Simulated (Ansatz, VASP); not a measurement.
# Cross-check of Ta15H (S3(112) boundary in bcc Ta with H (interstitial)) between VASP and Ansatz, part 3 of 3

One calculation is typed for both programs; each brings its own data sets. How far apart do they land? Of the first pair: The structure shown is the start of the Ansatz relaxation below; VASP solves that cell, so the two are compared at the walk's first step.

VASP 6.6.1 and Ansatz 0.2.0.

So far. Step 4 (Comparison): The forces differ by 4.9 meV/Å r.m.s., which is 0.9 % of the r.m.s. force of 0.529 eV/Å (both taken over all components).

### 5. Ansatz: relaxation, PBE

Level of this step: Ansatz beside VASP: Kohn-Sham DFT, plane waves, PBE (Ansatz).

This run makes the geometry at which the two programs are then compared.

The structure compared here is the end of the Ansatz relaxation.

Contents of input.yaml:

```yaml
crystal:
  lattice:
    - [2.8601008575, 0.0, 0.0]
    - [0.0, 4.6705251426, 0.0]
    - [0.0, 0.0, 29.8757026388]
  atoms:
    - { symbol: Ta, position: [0.0, 0.0, 0.1673600805] }
    - { symbol: Ta, position: [0.3333333333, 0.5, 0.2124892107] }
    - { symbol: Ta, position: [0.6666666667, 0.0, 0.2576183409] }
    - { symbol: Ta, position: [0.0, 0.5, 0.3027474711] }
    - { symbol: Ta, position: [0.3333333333, 0.0, 0.3478766013] }
    - { symbol: Ta, position: [0.6666666667, 0.5, 0.3930057315] }
    - { symbol: Ta, position: [0.0, 0.0, 0.4381348617] }
    - { symbol: H, position: [0.1666666667, 0.4166666667, 0.4381348617] }
    - { symbol: Ta, position: [0.6666666667, 0.5, 0.4832639919] }
    - { symbol: Ta, position: [0.3333333333, 0.0, 0.5283931221] }
    - { symbol: Ta, position: [0.0, 0.5, 0.5735222523] }
    - { symbol: Ta, position: [0.6666666667, 0.0, 0.6186513825] }
    - { symbol: Ta, position: [0.3333333333, 0.5, 0.6637805127] }
    - { symbol: Ta, position: [0.0, 0.0, 0.7089096429] }
    - { symbol: Ta, position: [0.6666666667, 0.5, 0.7540387731] }
    - { symbol: Ta, position: [0.3333333333, 0.0, 0.7991679033] }
kpoints:
  mp_grid: { grid: [8, 5, 1] }
hamiltonian:
  xc: pbe
  pseudopotentials: { kind: paw, azcp: { folder: soft_1 } }
scf:
  occupations: { method: fermi_dirac, width: 0.1 }
relax:
  f_tol: 0.03
  max_steps: 80
  constraints: [{ sites: [0, 1, 2] }]
```

The run is started by

```bash
> ansatz run input.yaml --threads 4 --pin off --max-ram 15360MiB --backend cpu --events-out ev --progress --plain --runs-dir out
```

Numbers of over 12 decimals in the logs are rounded to 6 here.

Output:

```text
[...]
Crystal: 16 atoms, lattice volume = 399.085 Å³
Basis set: ecut = 420 eV, 7833 PW (Γ), exchange–correlation on 40×64×400 points (8 copies of the dense FFT grid, shifted against one another)
Bands: 118, of which v1, the nominal top of the filled ones, is band 98 counted from 1 (97 counted from 0)
Symmetry: 1 space group operations
[...]
k-points: 21 of 40 (time reversal used)
[...]
- { symbol: Ta, position: [0.689425, 0.501444, 0.392806] }
    - { symbol: Ta, position: [0.040056, -0.00279353, 0.442754] }
    - { symbol: H, position: [0.141937, 0.430739, 0.443187] }
    - { symbol: Ta, position: [0.665505, 0.501208, 0.492284] }
[...]
- { symbol: Ta, position: [0.318121, 0.500030, 0.673198] }
    - { symbol: Ta, position: [-0.023848, 3.56398549551184e-5, 0.718492] }
    - { symbol: Ta, position: [0.669388, 0.500049, 0.765504] }
    - { symbol: Ta, position: [0.251747, 3.140038609977416e-5, 0.803944] }
[key lines of the parts left out:]
SCF converged after 8 iterations
Free energy (F): -149010.247016 eV
Fermi energy:    11.492715 eV
```

### 6. VASP: single point, PBE, relaxed cell, pair 2

The same cell, functional, mesh and smearing now go to VASP, with its own data sets.

Contents of INCAR:

```
SYSTEM = Ta15H
PREC = Accurate
ENCUT = 400
EDIFF = 1E-06
NELM = 120
ISMEAR = -1
SIGMA = 0.1
LREAL = .FALSE.
ALGO = Normal
GGA = PE
NBANDS = 102
LASPH = .TRUE.
LORBIT = 11
LWAVE = .FALSE.
LCHARG = .FALSE.
ISIF = 2
GGA_COMPAT = .FALSE.
KPAR = 4
```

Contents of POSCAR:

```
Ta15H
1.0
    2.8601008575      0.0000000000      0.0000000000
    0.0000000000      4.6705251426      0.0000000000
    0.0000000000      0.0000000000     29.8757026388
Ta H
15 1
Direct
    0.0000000000      0.0000000000      0.1673600805
    0.3333333333      0.5000000000      0.2124892107
    0.6666666667      0.0000000000      0.2576183409
    0.0089984617      0.5005944625      0.3036320254
    0.3513462119      0.0004585710      0.3486736787
    0.6894245082      0.5014441902      0.3928058005
    0.0400562895      0.9972064746      0.4427544979
    0.6655048137      0.5012084858      0.4922835821
    0.3358851333      0.0001026799      0.5364527484
    0.0023445399      0.5004932714      0.5820541736
    0.6573106627      0.9999718553      0.6277256600
    0.3181205855      0.5000303033      0.6731979955
    0.9761516473      0.0000356399      0.7184918342
    0.6693880756      0.5000492783      0.7655043902
    0.2517473907      0.0000314004      0.8039441020
    0.1419365890      0.4307393439      0.4431868453
```

Contents of KPOINTS:

```
Automatic mesh
0
Gamma
8 5 1
0 0 0
```

The projector-augmented-wave data sets are Ta_pv and H (PBE family, release 64).

The run is started by

```bash
> mpirun -np 4 vasp_std
```

Output:

```text
[... set-up lines as in an earlier step ...]
 entering main loop
       N       E                     dE             d eps       ncg     rms          rms(c)
DAV:   1     0.154783449225E+04    0.15478E+04   -0.82906E+04  4924   0.133E+03
DAV:   2    -0.105422555046E+03   -0.16533E+04   -0.16082E+04  4810   0.429E+02
DAV:   3    -0.185646616780E+03   -0.80224E+02   -0.76437E+02  5548   0.820E+01
DAV:   4    -0.189105374582E+03   -0.34588E+01   -0.33925E+01  5656   0.153E+01
[...]
DAV:  33    -0.176458554906E+03   -0.35757E-05   -0.14896E-06  3192   0.424E-03    0.293E-03
DAV:  34    -0.176458556298E+03   -0.13920E-05   -0.78045E-07  3000   0.249E-03    0.173E-03
DAV:  35    -0.176458556538E+03   -0.23975E-06   -0.15782E-07  2712   0.113E-03
   1 F= -.17645856E+03 E0= -.17613701E+03  d E =-.643102E+00
```

From OUTCAR (step 6):

```text
  Total       -1.5247035     -2.7605428     -2.1399838     -0.1890970      0.0019163      0.2436122
  in kB       -6.1211184    -11.0825545     -8.5912404     -0.7591544      0.0076932      0.9780124
  external PRESSURE =      -8.5983045 kB  Pullay stress =       0.0000000 kB

 POSITION                                       TOTAL-FORCE (eV/Angst)
 -----------------------------------------------------------------------------------
      0.00000      0.00000      5.00000        -0.353319     -0.000236      1.057047
      0.95337      2.33526      6.34826         0.373876      0.003917     -0.486771
      1.90673      0.00000      7.69653         0.002143     -0.003221     -0.601332
      0.02574      2.33804      9.07122         0.000713     -0.001123      0.011167
      1.00489      0.00214     10.41687        -0.000433     -0.001485      0.007387
      1.97182      2.34201     11.73535        -0.010611      0.010362     -0.010699
      0.11457      4.65748     13.22760         0.004354     -0.022941     -0.003986
      1.90341      2.34091     14.70732        -0.017243      0.008473      0.000132
      0.96067      0.00048     16.02690        -0.002961     -0.001829      0.000890
      0.00671      2.33757     17.38928        -0.003625      0.000213     -0.005699
      1.87997      4.67039     18.75375        -0.004302      0.000815      0.002235
      0.90986      2.33540     20.11226         0.000919      0.000234      0.003459
      2.79189      0.00017     21.46545        -0.007186      0.000252     -0.011710
      1.91452      2.33549     22.86998         0.000482      0.000264      0.009769
      0.72002      0.00015     24.01839         0.003318     -0.000318      0.012390
      0.40595      2.01178     13.24052         0.013876      0.006623      0.015720
 -----------------------------------------------------------------------------------
    total drift:                               -0.000006     -0.000080     -0.000605

  FREE ENERGIE OF THE ION-ELECTRON SYSTEM (eV)
  ---------------------------------------------------
  free  energy   TOTEN  =      -176.4585565379 eV

  energy  without entropy=     -175.8154549371  energy(sigma->0) =     -176.13700574

[... 2 parts as in an earlier step ...]

[... 1 further part left out ...]
[key lines of the parts left out:]
E-fermi :   2.6738
```

### 7. Side by side

What differs besides the data sets and the points named for the pairs above, as far as they apply: the data sets hold 196 valence electrons in Ansatz (on its PAW soft_1 files) and 166 in VASP. Total energies have different zeros and are not compared.

Forces on 7 of the 16 atoms, those with the largest forces and the largest differences (eV/Å; atoms numbered as in POSCAR):

```tsv
atom	Ansatz x, y, z	VASP x, y, z
Ta1	-0.355, 0.000, 1.056	-0.353, 0.000, 1.057
Ta2	0.378, 0.004, -0.481	0.374, 0.004, -0.487
Ta3	0.000, -0.003, -0.597	0.002, -0.003, -0.601
Ta6	-0.010, 0.007, -0.002	-0.011, 0.010, -0.011
Ta7	0.009, -0.016, -0.004	0.004, -0.023, -0.004
Ta8	-0.018, 0.005, -0.011	-0.017, 0.008, 0.000
H16	0.009, 0.005, 0.017	0.014, 0.007, 0.016
```

The forces differ by 3.2 meV/Å r.m.s., which is 1.6 % of the r.m.s. force of 0.203 eV/Å (both taken over all components).

### 8. What came out

| Property | Result |
| --- | --- |
| r.m.s. force difference (single point, PBE, start cell, pair 1) | 0.92 % of the r.m.s. force |
| r.m.s. force difference (single point, PBE, relaxed cell, pair 2) | 1.6 % of the r.m.s. force |

**Reading.** The r.m.s. force difference is 1.6 % of the r.m.s. force (single point, PBE, relaxed cell, pair 2), within the 3 % picked in this series as the mark of a large difference. The data sets hold unlike numbers of valence electrons (196 in Ansatz and 166 in VASP), so part of the differences comes from the potentials. Such differences can come from data sets, numerical settings and the points named under the comparisons, not from the functional's error against experiment.

[Lines on the potential files, build, host, timing and source positions are cut from VASP's logs without a mark.]

[Logs are printed without paths, hosts, clocks, repeated set-up lines and the standing remarks that a program may print on its own settings, such as how far it seeks lower states.]

[Hosts, paths, dates, database ids (printed as entryN), source tags and the programs' standing remarks are cut or masked in the printed files.]
